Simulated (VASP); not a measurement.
These are PBE GGA, VASP's PBE PAW potentials (set 64) (plane waves; VASP) values and carry that method's errors.

VASP ran on this input.

### KPOINTS
```
Automatic mesh
0
Gamma
3 3 3
0 0 0
```

File POSCAR:
```
Al3InSb4
6.3279180
  0.9999999835   0.0000000000   0.0000000000
  0.0000000000   0.9999999835   0.0000000000
  0.0000000000   0.0000000000   0.9999999835
In Sb Al
1 4 3
Cartesian
  0.9999999835   0.0000000000   0.0000000000
  0.2583111871   0.2583111871   0.2583111871
  0.7416887964   0.7416887964   0.2583111871
  0.7416887964   0.2583111871   0.7416887964
  0.2583111871   0.7416887964   0.7416887964
  0.4999999918   0.4999999918   0.0000000000
  0.4999999918   0.0000000000   0.4999999918
  0.9999999835   0.4999999918   0.4999999918
```

### INCAR
```
# general
SYSTEM  = Al3InSb4
PREC    = Accurate
ENCUT   = 400
LREAL   = F
LASPH   = T

# electronic loop
EDIFF   = 1E-6
NELM    = 100
ALGO    = Normal
LMAXMIX = 4

# smearing
ISMEAR  = 0
SIGMA   = 0.05

# functional
GGA     = PE

# output
LWAVE   = F
LCHARG  = T
```

POTCAR, in this order: In_d Sb Al (PBE.64 set). Program: vasp_std.

Output

File OSZICAR:
```
       N       E                     dE             d eps       ncg     rms          rms(c)
DAV:   1     0.220189422213E+03    0.22019E+03   -0.13121E+04   208   0.109E+03
DAV:   2    -0.857083299256E+01   -0.22876E+03   -0.22478E+03   234   0.254E+02
DAV:   3    -0.310522637917E+02   -0.22481E+02   -0.21312E+02   264   0.860E+01
DAV:   4    -0.317762185910E+02   -0.72395E+00   -0.72333E+00   256   0.181E+01
DAV:   5    -0.318028940410E+02   -0.26675E-01   -0.26673E-01   328   0.344E+00    0.693E+00
DAV:   6    -0.315101494474E+02    0.29274E+00   -0.51595E-01   304   0.620E+00    0.437E+00
DAV:   7    -0.314474203027E+02    0.62729E-01   -0.39143E-01   264   0.348E+00    0.832E-01
DAV:   8    -0.314480299614E+02   -0.60966E-03   -0.38539E-02   288   0.165E+00    0.562E-01
DAV:   9    -0.314506158458E+02   -0.25859E-02   -0.57011E-03   248   0.493E-01    0.860E-02
DAV:  10    -0.314506499080E+02   -0.34062E-04   -0.22048E-04   320   0.141E-01    0.710E-02
DAV:  11    -0.314508062950E+02   -0.15639E-03   -0.23406E-04   240   0.754E-02    0.433E-02
DAV:  12    -0.314508148040E+02   -0.85090E-05   -0.12744E-05   264   0.321E-02    0.211E-02
DAV:  13    -0.314508181364E+02   -0.33324E-05   -0.74228E-06   240   0.178E-02    0.481E-03
DAV:  14    -0.314508177867E+02    0.34971E-06   -0.22120E-07   144   0.296E-03
   1 F= -.31450818E+02 E0= -.31450818E+02  d E =-.395694E-12
```

File OUTCAR:
```
------------------------ aborting loop because EDIFF is reached ----------------------------------------
  FORCE on cell =-STRESS in cart. coord.  units (eV):
  Direction    XX          YY          ZZ          XY          YZ          ZX
  --------------------------------------------------------------------------------------
  Total       -0.0799269     -0.0799269     -0.0799269     -0.0000000      0.0000000     -0.0000000
  in kB       -0.5053835     -0.5053835     -0.5053835     -0.0000000      0.0000000     -0.0000000
  external PRESSURE =      -0.5053835 kB  Pullay stress =       0.0000000 kB
  volume of cell :      253.39
      direct lattice vectors                 reciprocal lattice vectors
     6.327917896  0.000000000  0.000000000     0.158029863  0.000000000  0.000000000
     0.000000000  6.327917896  0.000000000     0.000000000  0.158029863  0.000000000
     0.000000000  0.000000000  6.327917896     0.000000000  0.000000000  0.158029863
 POSITION                                       TOTAL-FORCE (eV/Angst)
 -----------------------------------------------------------------------------------
      0.00000      0.00000      0.00000        -0.000000      0.000000     -0.000000
      1.63457      1.63457      1.63457         0.008364      0.008364      0.008364
      4.69335      4.69335      1.63457        -0.008364     -0.008364      0.008364
      4.69335      1.63457      4.69335        -0.008364      0.008364     -0.008364
      1.63457      4.69335      4.69335         0.008364     -0.008364     -0.008364
      3.16396      3.16396      0.00000        -0.000000      0.000000     -0.000000
      3.16396      0.00000      3.16396        -0.000000      0.000000     -0.000000
      0.00000      3.16396      3.16396        -0.000000     -0.000000     -0.000000
 -----------------------------------------------------------------------------------
    total drift:                               -0.000000     -0.000000     -0.000000
  FREE ENERGIE OF THE ION-ELECTRON SYSTEM (eV)
  ---------------------------------------------------
  free  energy   TOTEN  =       -31.4508177867 eV

  energy  without entropy=      -31.4508177867  energy(sigma->0) =      -31.45081779
```
(Selected blocks of OUTCAR.)

The structure was generated: Al3InSb4 was put into an ordered model structure (P-43m), which need not be its known phase. It was relaxed first, which changed the volume by +5 %.
